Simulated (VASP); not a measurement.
Given:

```
LaTl3
1.0
    4.91883     0.00000     0.00000
    0.00000     4.91883     0.00000
    0.00000     0.00000     4.91883
La Tl
1 3
Cartesian
  0.00000   0.00000   0.00000
  0.00000   2.45941   2.45941
  2.45941   0.00000   2.45941
  2.45941   2.45941   0.00000
```

The numbers are results of LDA (Ceperley-Alder, Perdew-Zunger), VASP's LDA PAW potentials (set 64) (plane waves; VASP), not measurements. Run with 300 eV cut-off, 9×9×9 Γ-centred mesh, Fermi-Dirac smearing of 0.14 eV, potentials La Tl_d.

Q: Give the energies of bands 20 to 29 at the high-symmetry points, in eV from the Fermi level.

A: 
| band | Γ | X | M | R |
|---|---|---|---|---|
| 20 | -9.06 | -7.56 | -6.80 | -5.82 |
| 21 | -4.19 | -6.92 | -5.89 | -5.82 |
| 22 | -4.19 | -3.77 | -5.89 | -5.82 |
| 23 | -0.87 | -1.07 | -2.74 | -2.80 |
| 24 | -0.87 | -1.07 | -0.17 | -1.22 |
| 25 | -0.87 | -0.67 | -0.17 | -1.22 |
| 26 | 1.21 | 1.10 | 0.98 | -1.22 |
| 27 | 1.21 | 1.10 | 1.23 | 1.52 |
| 28 | 1.21 | 1.40 | 1.23 | 1.52 |
| 29 | 1.57 | 1.44 | 1.31 | 1.52 |

It has no gap at this level: it comes out as a metal or semimetal.

The structure comes from a computed database's LaTl3 entry (Pm-3m); how it stands against other phases isn't given here. The cell was not relaxed at this level.
